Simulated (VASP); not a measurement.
Input:

```xyz
3
Lattice="0.0000 2.9263 2.9263 2.9263 0.0000 2.9263 2.9263 2.9263 0.0000" Properties=species:S:1:pos:R:3 pbc="T T T"
Li     1.4631     1.4631     1.4631
Li     4.3894     4.3894     4.3894
Se     0.0000     0.0000     0.0000
```

Method: LDA (Ceperley-Alder, Perdew-Zunger), VASP's LDA PAW potentials (set 64) (plane waves; VASP). Numerical set-up: 520 eV cut-off, Gaussian smearing of 0.050 eV, potentials Li_sv Se.

### Question
Give the energies of bands 4 to 9 at the high-symmetry points, in eV from the valence-band maximum.

### Answer

```csv
band,Γ,X,U,L,W
4,0.00,-2.46,-2.35,-3.20,-2.09
5,0.00,-1.64,-2.25,-0.60,-2.09
6,0.00,-1.64,-1.34,-0.60,-2.02
7,3.55,2.74,3.98,5.30,5.13
8,5.50,6.32,7.45,5.85,6.41
9,5.50,10.62,8.64,5.85,8.24
```

The gap is indirect, 2.74 eV, from the valence maximum at Γ to the conduction minimum at X.

The compound is Li2Se in the antifluorite structure. It was relaxed first, which changed the volume by -7 %.
